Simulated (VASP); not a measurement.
Input of a VASP 6.6.1 run:

File INCAR:

```
PREC = Accurate
ENCUT = 520
EDIFF = 1E-6
ISMEAR = 1
SIGMA = 0.1
LREAL = F
LASPH = T
NELM = 80
ALGO = Normal
ISIF = 2
LWAVE = F
LCHARG = F
LMAXMIX = 4
METAGGA = R2SCAN
LMIXTAU = T
```

The input KPOINTS:

```
regular mesh
0
Gamma
  16 16 16
```

POSCAR

```
Au                                      
1.0
    0.0000000000      2.0408538050      2.0408538050
    2.0408538050      0.0000000000      2.0408538050
    2.0408538050      2.0408538050      0.0000000000
  Au            
     1
Direct
     0.0000000000000000    0.0000000000000000    0.0000000000000000
```

KPOINTS_OPT

```
explicit points
252
Reciprocal
 0.0000000000  0.0000000000  0.0000000000 1
 0.0357142857  0.0000000000  0.0357142857 1
 0.0714285714  0.0000000000  0.0714285714 1
 0.1071428571  0.0000000000  0.1071428571 1
 0.1428571429  0.0000000000  0.1428571429 1
 0.1785714286  0.0000000000  0.1785714286 1
[... 244 lines left out ...]
 0.4919843700  0.0080156300  0.5000000000 1
 0.5080156300 -0.0080156300  0.5000000000 1
```

Potentials or basis: VASP PAW PBE potentials, release 64 (Au).

Run with:

```console
$ cat potpaw_PBE.64/Au/POTCAR > POTCAR
$ mpirun -np 1 vasp_std > vasp.out
```

Q: What does it give for the pressure?

A: 5.6 GPa.

Q: What does it give for the band gap along the path?

A: None (metal or under the smearing width).

Levels at the corners of the path, in eV from the Fermi level:
```
point  band 2  band 3  band 4  band 5  band 6  band 7  band 8  band 9
    Γ   -4.93   -4.93   -4.93   -3.39   -3.39   15.34   19.46   19.46
    X   -7.06   -2.20   -1.80   -1.80    1.21    6.06   10.56   10.56
    X   -7.06   -2.20   -1.80   -1.80    1.21    6.06   10.56   10.56
    W   -5.39   -5.39   -3.53   -1.79    4.99    6.65    6.65    9.95
    W   -5.39   -5.39   -3.53   -1.79    4.99    6.65    6.65    9.95
    K   -6.07   -4.01   -3.09   -2.26    4.10    4.94    7.85   13.24
    K   -6.07   -4.01   -3.09   -2.26    4.10    4.94    7.85   13.24
    Γ   -4.93   -4.93   -4.93   -3.39   -3.39   15.34   19.46   19.46
    Γ   -4.93   -4.93   -4.93   -3.39   -3.39   15.34   19.46   19.46
    L   -4.98   -4.98   -2.14   -2.14   -0.79    3.22   14.83   17.98
    L   -4.98   -4.98   -2.14   -2.14   -0.79    3.22   14.83   17.98
    U   -6.07   -4.01   -3.09   -2.26    4.10    4.94    7.85   13.24
    U   -6.07   -4.01   -3.09   -2.26    4.10    4.94    7.85   13.24
    W   -5.39   -5.39   -3.53   -1.79    4.99    6.65    6.65    9.95
    W   -5.39   -5.39   -3.53   -1.79    4.99    6.65    6.65    9.95
    L   -4.98   -4.98   -2.14   -2.14   -0.79    3.22   14.83   17.98
    L   -4.98   -4.98   -2.14   -2.14   -0.79    3.22   14.83   17.98
    K   -6.07   -4.01   -3.09   -2.26    4.10    4.94    7.85   13.24
    U   -6.07   -4.01   -3.09   -2.26    4.10    4.94    7.85   13.24
    X   -7.06   -2.20   -1.80   -1.80    1.21    6.06   10.56   10.56
```

Caveat: the PAW data sets were made with another functional, which shifts forces and pressure a little; spin-orbit coupling is left out, which moves the levels of the heavy elements.
